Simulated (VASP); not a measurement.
Consider the following.

```
CELL_PARAMETERS angstrom
      3.67909     0.00000     0.00000
     -1.83954     3.18618     0.00000
      0.00000     0.00000    18.74834
ATOMIC_POSITIONS crystal
  Pt 0.66667 0.33333 0.43259
  Pt 0.66667 0.33333 0.56741
  S  0.33333 0.66667 0.37337
  S  0.33333 0.66667 0.62663
```

These are PBE GGA, VASP's PBE PAW potentials (set 64) (plane waves; VASP 6.6.1) values and carry that method's errors. Settings: 300 eV cut-off, 8×8×1 Γ-centred mesh, Gaussian smearing of 0.14 eV, potentials Pt S.

At this cut-off the stress carries a Pulay error, which pulls relaxed volumes low. The cell holds a wide vacuum, so values per volume refer to the whole cell.

Problem. Which forces act on the atoms, in eV/Å?

Solution. 
```
atom     Fx     Fy      Fz
----  -----  -----  ------
Pt1   0.000  0.000  -2.155
Pt2   0.000  0.000   2.155
S3    0.000  0.000   1.642
S4    0.000  0.000  -1.642
```

Problem. Give the stress tensor in GPa (positive for a compressed cell).

Solution. 
```
-3.50   0.00   0.00
 0.00  -3.50   0.00
 0.00   0.00  -1.90
```
The pressure is its mean diagonal, -2.97 GPa.

The cell is a sheet with vacuum, built from a generated structure.
